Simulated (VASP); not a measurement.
Given:

```xyz
6
Lattice="1.6237 -2.8123 0.0000 1.6237 2.8123 0.0000 0.0000 0.0000 12.6566" Properties=species:S:1:pos:R:3 pbc="T T T"
W      1.6237     0.9374     3.1642
W      1.6237    -0.9374     9.4925
Se     1.6237     0.9374    11.1619
Se     1.6237    -0.9374     4.8336
Se     1.6237    -0.9374     1.4947
Se     1.6237     0.9374     7.8230
```

Computed with PBE GGA with D3 dispersion (Becke-Johnson damping), VASP's PBE PAW potentials (set 64) (plane waves; VASP). Run with 520 eV cut-off, 8×8×2 Γ-centred mesh, Gaussian smearing of 0.050 eV, potentials W_sv Se.

### Question
The ions and cell shape at fixed volume are relaxed. What does this cell relax into?

### Answer

```xyz
6
Lattice="1.6308 -2.8247 0.0000 1.6308 2.8247 0.0000 0.0000 0.0000 12.5453" Properties=species:S:1:pos:R:3 pbc="T T T"
W      1.6308     0.9416     3.1363
W      1.6308    -0.9416     9.4090
Se     1.6308     0.9416    11.0974
Se     1.6308    -0.9416     4.8247
Se     1.6308    -0.9416     1.4480
Se     1.6308     0.9416     7.7206
```
Space group P6_3/mmc (194), at a tolerance of 0.03 Å.

### Question
How much energy does the relaxation gain?

### Answer
The energy (σ→0) changes by -5.3 meV/atom, in 5 ionic steps.

The compound is WSe2 in the 2H layered structure. This cell is one point of a volume scan, at 0.97 of the reference volume. Symmetry was kept, so distortions that lower it aren't found.
